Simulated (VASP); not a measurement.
A convergence study with VASP on ZnS (zinc blende): one setting is varied, all else stays as given below, so the limit is that of these other settings.

```
CELL_PARAMETERS angstrom
      0.00000     2.70500     2.70500
      2.70500     0.00000     2.70500
      2.70500     2.70500     0.00000
ATOMIC_POSITIONS crystal
  Zn 0.00000 0.00000 0.00000
  S  0.25000 0.25000 0.25000
```

The numbers are results of PBE GGA, VASP's PBE PAW potentials (set 64) (plane waves; VASP), not measurements. The tightest run used: 550 eV cut-off, 17×17×17 Γ-centred mesh, tetrahedra with Blöchl corrections, potentials Zn S.

Gaps are read on the run's mesh, which can miss a band edge.

```
setting     E (eV/atom)  pressure (GPa)  gap on the mesh (eV)  irreducible k-points
----------  -----------  --------------  --------------------  --------------------
3×3×3 mesh      -3.3153            2.77                 2.067                     4
4×4×4 mesh      -3.4011            1.81                 2.091                     8
5×5×5 mesh      -3.4186            1.58                 2.097                    10
```

### Question
These are the cheaper rows. Estimate the results at 17×17×17 mesh, and how far the last row shown lies from them.

### Answer

| quantity | tightest run | last row shown is off by |
|---|---|---|
| E (eV/atom) | -3.4244 | 0.0057 |
| pressure (GPa) | 1.51 | 0.08 |
| gap on the mesh (eV) | 2.100 | -0.003 |

Left out are rungs that failed or repeat a setting and relaxations that didn't move; long series are thinned to 24 rows.

The compound is ZnS in the zinc blende structure. The cell was not relaxed at this level.
